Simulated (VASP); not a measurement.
Write the native input for VASP 6.6.1 that does the following.

```
Task                   : single point
Functional             : PBEsol
Potentials or basis    : VASP PAW PBE potentials, release 64 (Mn_pv, Al, N)
Cutoff                 : 450 eV
k mesh                 : 3 × 3 × 2
Occupations            : gaussian, width 0.03 eV
Spin                   : collinear spin, ferromagnetic start
Fixed moment           : 2 μB
Dq                     : 0
Further INCAR settings : LREAL = Auto; ALGO = Normal; EDIFF = 1e-05; ISYM = 0
```

The structure of MnAl15N16 (a cell with a defect) lies in POSCAR:

```
MnAl15N16                               
1.0
    6.2200008610      0.0000000000      0.0000000000
   -3.1100004305      5.3866787572      0.0000000000
    0.0000000000      0.0000000000      9.9600000000
  Mn              Al              N             
     1    15    16
Direct
     0.3291007434162024    0.1634146868909445    0.9993311415618110
     0.3297170829665358    0.1637300893325153    0.4983250657271624
     0.3366418222391168    0.6672436789468914    0.0012051281701461
     0.3322166548737958    0.6647047282240751    0.4994209354017515
     0.8322887578293301    0.1654911965877650    0.0000923404282085
     0.8306503987920236    0.1639013922777497    0.4995303456655719
     0.8324746689179037    0.6652712355060969    0.9999961820207738
     0.8308327290806922    0.6642845223764793    0.4996975746671717
     0.1614401973115512    0.3309690813598361    0.2505544067722493
     0.1660618570668349    0.3337233559108179    0.7484181741864173
     0.1616569717096481    0.8271784827811363    0.2510056382361907
     0.1668695592388904    0.8317305062476035    0.7477834336423521
     0.6623466948325636    0.3295402414157032    0.2501730864015521
     0.6660987169514816    0.3321984304050197    0.7475674701909344
     0.6646511213472902    0.8309728824198505    0.2498251842072952
     0.6667425655352660    0.8327664592168751    0.7494684401436870
     0.3250209526121361    0.1603411424586945    0.1970613877924428
     0.3316250161644121    0.1652734894116260    0.6896737379943426
     0.3313326751136546    0.6641144388212622    0.1913565369484706
     0.3346102584006990    0.6665444619530059    0.6895406639753519
     0.8292839563929321    0.1642094144874053    0.1906316192929818
     0.8324485156196560    0.1648422845971978    0.6896341217539022
     0.8293752262536036    0.6622489557564463    0.1905082814182531
     0.8328846801949217    0.6661790349955854    0.6900745875319384
     0.1634853034991691    0.3317879234218789    0.4410588532525065
     0.1614278007268200    0.3412990489165733    0.9385824318947381
     0.1635222362932447    0.8291696020389778    0.4414036897872099
     0.1659026180469797    0.8242628047830733    0.9397075318478696
     0.6638387927677033    0.3307847162488979    0.4409355266348064
     0.6743200602518357    0.3358807153359836    0.9362533949228458
     0.6650734378325681    0.8310827860028781    0.4400693869691518
     0.6681769277205430    0.8330072108711570    0.9404717005599278
```

The input as run:

INCAR

```
PREC     = Accurate       # precision mode
ENCUT    = 450            # plane-wave cutoff, eV
EDIFF    = 1E-5           # SCF threshold, eV
ISMEAR   = 0              # smearing method
SIGMA    = 0.03           # smearing width, eV
LREAL    = Auto         
LASPH    = T              # aspherical terms in the spheres
NELM     = 120            # most SCF steps
ALGO     = Normal         # electronic algorithm
ISIF     = 2              # what is computed and relaxed
LWAVE    = F              # write WAVECAR
LCHARG   = F              # write CHGCAR
ISPIN    = 2              # spin polarisation
MAGMOM   = 2 0 0 0 0 0 0 0 0 0 0 0 0 0 0 0 0 0 0 0 0 0 0 0 0 0 0 0 0 0 0 0 # initial moments
LORBIT   = 11             # projections on sites
NUPDOWN  = 2              # fixed moment
LMAXMIX  = 4              # l up to which the mixer works
GGA      = PS             # functional
ISYM     = 0            
KPAR     = 4
```

KPOINTS

```
Automatic mesh
0
Gamma
  3 3 2
```

Potentials or basis: VASP PAW PBE potentials, release 64 (Mn_pv, Al, N).

Launch:

```console
$ cat potpaw_PBE.64/Mn_pv/POTCAR potpaw_PBE.64/Al/POTCAR potpaw_PBE.64/N/POTCAR > POTCAR
$ mpirun -np 4 vasp_std > vasp.out
```

It gave:

```yaml
Largest_force: 0.861 eV/Å
Net_moment: 2.00 μB per cell
Site_moments: Mn +1.84; Al +0.00, +0.01; N -0.03, -0.00, +0.00, -0.01 μB
Valence_electrons_inside_the_program's_atomic_spheres: Mn 11.81; Al 0.81, 0.82; N 3.79, 3.83, 3.84, 3.80
```

Caveat: the k mesh is coarse (spacing up to 0.39 Å⁻¹), so the values aren't converged; the PAW data sets were made with another functional, which shifts forces and pressure a little; the total moment is fixed, so each spin has its own Fermi level; only a ferromagnetic start was run, and an antiferromagnetic order may lie lower in energy.

It took 19 min on 4 MPI ranks on Intel(R) Xeon(R) 6975P-C (Granite Rapids), with other jobs on the host, peak memory 0.74 GiB a rank.
